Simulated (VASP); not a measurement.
ScCl5:

```
Sc Cl
1.0
     6.28992    0.00000    0.00000
    -3.14496    5.44723    0.00000
     0.00000    0.00000    5.09723
Sc Cl
1 5
Direct
  0.00000 0.00000 0.00000
  0.50000 0.00000 0.50000
  0.50000 0.50000 0.50000
  0.00000 0.50000 0.50000
  0.33333 0.66667 0.00000
  0.66667 0.33333 0.00000
```

The cell was built by a generator and needn't be a form met in nature.

The cell isn't the ideal one: species swapped into the TbNi5 type (P6/mmm, No. 191).

| Property | Result |
| --- | --- |
| Program | VASP 6.6.1 |
| Task | relaxation of cell and atoms |
| Functional | PBE |
| Potentials or basis | VASP PAW PBE potentials, release 64 (Sc_sv, Cl) |
| Cutoff | 600 eV |
| k mesh | 3 × 3 × 4 |
| Occupations | gaussian, width 0.1 eV |
| Spin | no spin polarisation |

At the start: pressure -4.2 GPa; volume 29.11 Å³/atom.

Question: Where does the relaxation end?

Answer: Over 15 steps the energy falls by 729.3 meV/atom and the volume is 25.36 Å³/atom (-12.9 %); space group P6/mmm (No. 191, to 0.05 Å).

The path:
```
step  energy change (eV)  largest force (eV/Å)  pressure (GPa)  volume (Å³)
   1              0.0000                0.0000           -4.22       174.64
   2             -1.2861                0.0000           -3.53       155.57
   3             -3.1988                0.0000           10.97       114.68
   4             -3.2047                0.0000            3.33       125.64
   5             -3.3084                0.0000            6.70       119.96
   6             -3.6559                0.0000            9.68       120.06
   7             -3.6615                0.0000            9.33       120.09
   8             -4.1657                0.0000            3.40       133.06
   9             -4.3075                0.0000            0.23       143.84
  10             -4.3157                0.0000           -0.55       147.21
  11             -4.3156                0.0000           -0.67       147.79
  12             -4.3533                0.0000           -0.26       148.89
  13             -4.3725                0.0000            0.56       150.66
  14             -4.3731                0.0000            0.44       150.42
  15             -4.3759                0.0000            0.15       152.19
```

Final structure:
```
Sc Cl
1.0
     5.08987    0.00000    0.00000
    -2.54494    4.40796    0.00000
     0.00000    0.00000    6.78311
Sc Cl
1 5
Cartesian
  -2.5449 4.4080 0.0000
  2.5449 0.0000 3.3916
  1.2725 2.2040 3.3916
  -1.2725 2.2040 3.3916
  0.0000 2.9386 0.0000
  2.5449 1.4693 0.0000
```

Caveat: the k mesh is coarse (spacing up to 0.38 Å⁻¹), so the values aren't converged; this functional lacks dispersion, which binds the layers, so the pressure and a relaxed spacing across them are unreliable.
